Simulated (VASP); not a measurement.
Here is the system:

```
CELL_PARAMETERS angstrom
      2.02264    -3.50332     0.00000
      2.02264     3.50332     0.00000
      0.00000     0.00000     5.16893
ATOMIC_POSITIONS crystal
  Se 0.00000 0.25012 0.66667
  Se 0.74988 0.74988 0.00000
  Se 0.25012 0.00000 0.33333
```

Calculation: vdW-DF-cx, VASP's PBE PAW potentials (set 64) (plane waves; VASP). Settings: 520 eV cut-off, Gaussian smearing of 0.050 eV, potentials Se.

**Question.** Give the energies of bands 4 to 12 at the high-symmetry points, in eV from the valence-band maximum.

**Answer.** 
```tsv
band	Γ	M	K	A	L	H
4	-3.61	-5.50	-5.19	-4.63	-6.36	-5.91
5	-3.41	-4.97	-5.19	-3.07	-4.34	-5.51
6	-3.41	-3.82	-3.30	-3.07	-4.23	-5.51
7	-1.87	-3.65	-3.30	-1.42	-2.48	-1.19
8	-1.87	-1.46	-3.07	-1.33	-2.02	-0.05
9	-0.59	-1.00	-2.53	-1.33	-0.16	-0.05
10	1.35	1.34	3.16	0.84	1.19	0.36
11	1.35	1.57	3.16	0.86	2.38	2.08
12	1.99	4.14	3.64	0.86	2.90	2.08
```

The gap is indirect, 0.36 eV, from the valence maximum at L-H at 0.78 to the conduction minimum at H.

The compound is Se in the trig structure. It was relaxed first, which changed the volume by -11 %.
